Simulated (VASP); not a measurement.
Level of theory: revTPSS meta-GGA, VASP's PBE PAW potentials (set 64) (plane waves; VASP 6.6.1).

A VASP calculation is set up with these files.

POSCAR:
```
CoGa
1.0
  2.8800000000   0.0000000000   0.0000000000
  0.0000000000   2.8800000000   0.0000000000
  0.0000000000   0.0000000000   2.8800000000
Ga Co
1 1
Cartesian
  1.4400000000   1.4400000000   1.4400000000
  0.0000000000   0.0000000000   0.0000000000
```

**INCAR**
```
! general
SYSTEM =CoGa
PREC   =Accurate
ENCUT  =520   ! plane-wave cut-off (eV)
LREAL  =.FALSE.
LASPH  =.TRUE.   ! aspherical one-centre terms

! electronic loop
EDIFF  =1E-6   ! SCF stop (eV)
NELM   =100
ALGO   =Normal   ! blocked Davidson
LMAXMIX=4   ! l cut-off of mixed one-centre charges
LMIXTAU=.TRUE.

! smearing
ISMEAR =1   ! Methfessel-Paxton
SIGMA  =0.1   ! width (eV)

! functional
METAGGA=RTPSS

! ions
IBRION =2   ! conjugate gradients
NSW    =60   ! most ionic steps
ISIF   =3   ! ions, shape and volume
EDIFFG =-0.01

! output
LWAVE  =.FALSE.
LCHARG =.FALSE.
```

### KPOINTS
```
K-points
0
Gamma
11 11 11
```

POTCAR, in this order: Ga_d Co (PBE.64 set). Program: vasp_std.

Output of the run:

**OSZICAR**
```
       N       E                     dE             d eps       ncg     rms          rms(c)
DAV:   1     0.169720731217E+03    0.16972E+03   -0.16082E+04  1704   0.406E+03
DAV:   2     0.332627362450E+02   -0.13646E+03   -0.13279E+03  1848   0.553E+02
DAV:   3     0.202907240823E+02   -0.12972E+02   -0.12902E+02  2289   0.171E+02
DAV:   4     0.199252709421E+02   -0.36545E+00   -0.36534E+00  2305   0.329E+01
DAV:   5     0.199017618497E+02   -0.23509E-01   -0.23508E-01  3012   0.663E+00    0.673E+00
DAV:   6    -0.617650404842E+01   -0.26078E+02   -0.81394E+01  1854   0.914E+01    0.185E+01
DAV:   7    -0.392701973031E+01    0.22495E+01   -0.34972E+00  2217   0.246E+01    0.125E+01
DAV:   8    -0.226845507827E+01    0.16586E+01   -0.34598E+00  1931   0.235E+01    0.588E+00
DAV:   9    -0.194812566864E+01    0.32033E+00   -0.58230E+00  1787   0.388E+01    0.356E+00
DAV:  10    -0.183128070991E+01    0.11684E+00   -0.33006E-01  1941   0.111E+01    0.198E+00
DAV:  11    -0.181974637922E+01    0.11534E-01   -0.15473E-02  2175   0.176E+00    0.153E+00
DAV:  12    -0.178298862246E+01    0.36758E-01   -0.14845E-01  1752   0.567E+00    0.385E-01
DAV:  13    -0.178438906531E+01   -0.14004E-02   -0.32187E-03  1884   0.770E-01    0.235E-01
DAV:  14    -0.178350709016E+01    0.88198E-03   -0.21402E-03  2172   0.733E-01    0.136E-01
DAV:  15    -0.178406106590E+01   -0.55398E-03   -0.27676E-04  1947   0.243E-01    0.169E-02
DAV:  16    -0.178408418434E+01   -0.23118E-04   -0.56402E-05  2220   0.102E-01    0.256E-02
DAV:  17    -0.178408393773E+01    0.24661E-06   -0.10164E-05  2031   0.442E-02    0.733E-03
DAV:  18    -0.178408534320E+01   -0.14055E-05   -0.39991E-07  1036   0.874E-03    0.588E-04
DAV:  19    -0.178408550879E+01   -0.16559E-06   -0.11596E-07   959   0.460E-03
   1 F= -.17840855E+01 E0= -.17842839E+01  d E =-.178409E+01
       N       E                     dE             d eps       ncg     rms          rms(c)
DAV:   1    -0.413484262611E+01   -0.23508E+01   -0.31664E+01  1694   0.102E+02    0.119E+01
DAV:   2    -0.337944914256E+01    0.75539E+00   -0.19468E+01  1708   0.770E+01    0.876E+00
DAV:   3    -0.205805286130E+01    0.13214E+01   -0.91237E+00  1820   0.508E+01    0.398E+00
DAV:   4    -0.180267437039E+01    0.25538E+00   -0.70469E-01  2217   0.120E+01    0.103E+00
DAV:   5    -0.177845002884E+01    0.24224E-01   -0.28493E-02  2295   0.266E+00    0.205E-01
DAV:   6    -0.178033119782E+01   -0.18812E-02   -0.75264E-03  1960   0.124E+00    0.176E-01
DAV:   7    -0.178098783885E+01   -0.65664E-03   -0.39345E-03  2228   0.104E+00    0.481E-02
DAV:   8    -0.178108108636E+01   -0.93248E-04   -0.46859E-04  2177   0.361E-01    0.966E-03
DAV:   9    -0.178109433696E+01   -0.13251E-04   -0.22288E-05  2263   0.661E-02    0.131E-02
DAV:  10    -0.178110349148E+01   -0.91545E-05   -0.14040E-05  1831   0.541E-02    0.190E-03
DAV:  11    -0.178110332875E+01    0.16273E-06   -0.45665E-07   903   0.113E-02
   2 F= -.17811033E+01 E0= -.17813093E+01  d E =0.298218E-02
       N       E                     dE             d eps       ncg     rms          rms(c)
DAV:   1    -0.239758366582E+01   -0.61648E+00   -0.83805E+00  1694   0.604E+01    0.572E+00
DAV:   2    -0.228956003780E+01    0.10802E+00   -0.55064E+00  1737   0.353E+01    0.481E+00
DAV:   3    -0.188662503267E+01    0.40294E+00   -0.26817E+00  1787   0.242E+01    0.202E+00
DAV:   4    -0.182248833744E+01    0.64137E-01   -0.16206E-01  2098   0.643E+00    0.319E-01
DAV:   5    -0.181693200872E+01    0.55563E-02   -0.97482E-03  2213   0.181E+00    0.110E-01
DAV:   6    -0.181736492438E+01   -0.43292E-03   -0.20795E-03  2215   0.621E-01    0.539E-02
DAV:   7    -0.181739859134E+01   -0.33667E-04   -0.17946E-04  2300   0.205E-01    0.194E-02
DAV:   8    -0.181740412217E+01   -0.55308E-05   -0.44077E-05  2599   0.945E-02    0.655E-03
DAV:   9    -0.181740988735E+01   -0.57652E-05   -0.10279E-05  1922   0.498E-02    0.392E-03
DAV:  10    -0.181741009122E+01   -0.20387E-06   -0.17140E-06   934   0.187E-02
   3 F= -.18174101E+01 E0= -.18176241E+01  d E =-.333246E-01
```

File OUTCAR:
```
------------------------ aborting loop because EDIFF is reached ----------------------------------------
  FORCE on cell =-STRESS in cart. coord.  units (eV):
  Direction    XX          YY          ZZ          XY          YZ          ZX
  --------------------------------------------------------------------------------------
  Total        0.0143705      0.0143705      0.0143705     -0.0000000     -0.0000000      0.0000000
  in kB        1.0118091      1.0118091      1.0118091     -0.0000000     -0.0000000      0.0000000
  external PRESSURE =       1.0118091 kB  Pullay stress =       0.0000000 kB
  volume of cell :       22.76
      direct lattice vectors                 reciprocal lattice vectors
     2.833751604  0.000000000  0.000000000     0.352889081  0.000000000  0.000000000
    -0.000000000  2.833751604  0.000000000    -0.000000000  0.352889081  0.000000000
    -0.000000000 -0.000000000  2.833751604    -0.000000000 -0.000000000  0.352889081
 POSITION                                       TOTAL-FORCE (eV/Angst)
 -----------------------------------------------------------------------------------
      1.41688      1.41688      1.41688        -0.000000     -0.000000      0.000000
      0.00000      0.00000      0.00000         0.000000      0.000000      0.000000
 -----------------------------------------------------------------------------------
    total drift:                                0.000000     -0.000000      0.000000
  FREE ENERGIE OF THE ION-ELECTRON SYSTEM (eV)
  ---------------------------------------------------
  free  energy   TOTEN  =        -1.8174100912 eV

  energy  without entropy=       -1.8180520661  energy(sigma->0) =       -1.81762408

 reached required accuracy - stopping structural energy minimisation
```
(Selected blocks of OUTCAR.)

CONTCAR:
```
CoGa
   1.00000000000000
     2.8337516039280808    0.0000000000000000    0.0000000000000000
    -0.0000000000000000    2.8337516039280808    0.0000000000000000
    -0.0000000000000000   -0.0000000000000000    2.8337516039280808
  Ga              Co
     1     1
Direct
     0.5000000000000000    0.5000000000000000    0.5000000000000000
     0.0000000000000000    0.0000000000000000    0.0000000000000000
```

### OUTCAR
```
 val. band max:       10.3347859343   @ k =   0.4545   0.3636   0.0000

 cond. band min:      10.4153225917   @ k =   0.4545   0.3636   0.0909


 Fermi energy:        10.4064136940

 k-point     1 :       0.0000    0.0000    0.0000
  band No.  band energies     occupation
      1      -4.9300      2.00000
      2      -4.9300      2.00000
      3      -4.5312      2.00000
      4      -4.5312      2.00000
      5      -4.5312      2.00000
      6      -2.1548      2.00000
      7       7.6125      2.00000
      8       7.6125      2.00000
      9       9.5020      2.00000
     10       9.5020      2.00000
     11       9.5020      2.00000
     12      15.7096      0.00000
     13      15.7096      0.00000
     14      15.7096      0.00000
     15      21.5672      0.00000

 k-point     2 :       0.0909    0.0000    0.0000
  band No.  band energies     occupation
      1      -4.9248      2.00000
      2      -4.9058      2.00000
      3      -4.5403      2.00000
      4      -4.5403      2.00000
      5      -4.5292      2.00000
      6      -1.9932      2.00000
      7       7.5798      2.00000
      8       7.6300      2.00000
      9       9.3901      2.00000
     10       9.3901      2.00000
     11       9.5019      2.00000
     12      14.5698      0.00000
     13      15.9989      0.00000
     14      15.9989      0.00000
     15      21.5916      0.00000

 k-point     3 :       0.1818    0.0000    0.0000
  band No.  band energies     occupation
      1      -4.9106      2.00000
      2      -4.8425      2.00000
      3      -4.5639      2.00000
      4      -4.5639      2.00000
      5      -4.5234      2.00000
      6      -1.5074      2.00000
      7       7.3696      2.00000
      8       7.6779      2.00000
      9       9.1194      2.00000
     10       9.1194      2.00000
     11       9.5019      2.00000
     12      12.6339      0.00000
     13      16.8035      0.00000
     14      16.8035      0.00000
     15      21.6651      0.00000
...
```

Energy and stress use the plane-wave basis of the starting cell.

The compound is CoGa in the CsCl type structure. This run relaxes it. Symmetry was kept, so distortions that lower it aren't found. The run is not spin-polarised, so no magnetic state was tried.
